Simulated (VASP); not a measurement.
Input:

```
AuZn
1.0
    3.18687     0.00000     0.00000
    0.00000     3.18687     0.00000
    0.00000     0.00000     3.18687
Zn Au
1 1
Cartesian
  1.59343   1.59343   1.59343
  0.00000   0.00000   0.00000
```

Calculation: optB88-vdW, VASP's PBE PAW potentials (set 64) (plane waves; VASP). Numerical set-up: 520 eV cut-off, Gaussian smearing of 0.050 eV, potentials Zn Au.

Question: Give the energies of bands 6 to 14 at the high-symmetry points, in eV from the Fermi level.

Answer: 
```json
[
 {"band": "6", "Γ": "-7.51", "X": "-7.19", "M": "-6.37", "R": "-6.17"},
 {"band": "7", "Γ": "-5.32", "X": "-5.58", "M": "-4.97", "R": "-6.17"},
 {"band": "8", "Γ": "-5.32", "X": "-5.36", "M": "-4.05", "R": "-6.17"},
 {"band": "9", "Γ": "-3.71", "X": "-4.78", "M": "-4.05", "R": "-3.10"},
 {"band": "10", "Γ": "-3.71", "X": "-4.78", "M": "-3.14", "R": "-3.10"},
 {"band": "11", "Γ": "-3.71", "X": "-3.83", "M": "-1.73", "R": "1.09"},
 {"band": "12", "Γ": "4.93", "X": "-2.40", "M": "-1.73", "R": "3.21"},
 {"band": "13", "Γ": "4.93", "X": "10.60", "M": "0.63", "R": "3.79"},
 {"band": "14", "Γ": "4.93", "X": "10.79", "M": "2.16", "R": "3.79"}
]
```

It has no gap at this level: it comes out as a metal or semimetal.

The compound is AuZn in the CsCl type structure. It was relaxed first. The electron count is odd and the run is not spin-polarised, which forces a metal.
